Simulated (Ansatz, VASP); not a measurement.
This is a calculation of BeSb for Ansatz 0.2.0.

input.yaml

```yaml
crystal:
  lattice:
    - [3.8791, 0.0, 0.0]
    - [-1.93955, 3.3594, 0.0]
    - [0.0, 0.0, 3.03755]
  atoms:
    - { symbol: Be, position: [0.0, 0.0, 0.0] }
    - { symbol: Sb, position: [0.33333, 0.66667, 0.5] }
hamiltonian:
  xc: { exchange: pbe, correlation: pbe, exx: { coeff: 0.25, omega: 0.2 } }
  pseudopotentials: { kind: paw }
kpoints:
  mp_grid: { grid: [4, 4, 5] }
scf:
  occupations: { method: fermi_dirac, width: 0.05 }
output:
  forces: true
  stress: true
  eigenvalues: true
```

Potentials or basis: Ansatz PAW.

Launch:

```console
$ ansatz run input.yaml --threads 1 --pin off --max-ram 3584MiB --backend cpu --events-out ev --progress --plain --runs-dir out
```

Q: Translate it to VASP 6.6.1. Potentials there: VASP PAW PBE potentials, release 64 (Be, Sb).

A: As run (the cutoff follows the program's own potentials):

Contents of POSCAR:

```
BeSb
1.0
    3.8791000000      0.0000000000      0.0000000000
   -1.9395500000      3.3594000000      0.0000000000
    0.0000000000      0.0000000000      3.0375500000
Be Sb
1 1
Direct
    0.0000000000      0.0000000000      0.0000000000
    0.3333300000      0.6666700000      0.5000000000
```

The input INCAR.step1:

```
SYSTEM = BeSb
PREC = Accurate ; ENCUT = 520
EDIFF = 1E-5 ; ISMEAR = -1
SIGMA = 0.05 ; LREAL = .FALSE.
LASPH = .TRUE. ; NELM = 100
ALGO = Normal ; ISIF = 2
LWAVE = .TRUE. ; LCHARG = .FALSE.
NBANDS = 10 ; GGA = PE
```

The input INCAR.step2:

```
SYSTEM = BeSb
PREC = Accurate ; ENCUT = 520
EDIFF = 1E-6 ; ISMEAR = -1
SIGMA = 0.05 ; LREAL = .FALSE.
LASPH = .TRUE. ; NELM = 100
ALGO = Normal ; ISIF = 2
LWAVE = .FALSE. ; LCHARG = .FALSE.
GGA = PE ; LHFCALC = .TRUE.
HFSCREEN = 0.2 ; AEXX = 0.25
PRECFOCK = Fast ; NBANDS = 10
ISTART = 1
```

Contents of KPOINTS:

```
regular mesh
0
G
  4 4 5
  0 0 0
```

Potentials or basis: VASP PAW PBE potentials, release 64 (Be, Sb).

Run with:

```sh
$ cat potpaw_PBE.64/Be/POTCAR potpaw_PBE.64/Sb/POTCAR > POTCAR
$ cp INCAR.step1 INCAR
$ mpirun -np 1 vasp_std > vasp.out
$ cp INCAR.step2 INCAR
$ mpirun -np 1 vasp_std > vasp.out
```

Both were run:

|  | VASP | Ansatz | Ansatz less VASP |
| --- | --- | --- | --- |
| gap on the k mesh at the Fermi level (eV) | none | none | - |
| pressure (GPa) | -2.5 | -1.9 | +0.63 |
| largest component of the traceless stress (GPa) | 0.82 | 0.94 | +0.125 |

A gap of «none» marks a metal or a gap that the smearing closes. The two sets of potentials don't hold the same shells in valence.

Caveats: the k mesh is coarse (spacing up to 0.47 Å⁻¹), so the values aren't converged, least of all with exact exchange; the PAW data sets were made with another functional, which shifts forces and pressure a little (VASP); the PAW data sets come from PBE, with cores solved anew for the run's functional, which leaves a small shift of forces and pressure (Ansatz); the thresholds are loose for stress (Ansatz). The runs have no spin-orbit coupling, so splittings on Sb are missing.
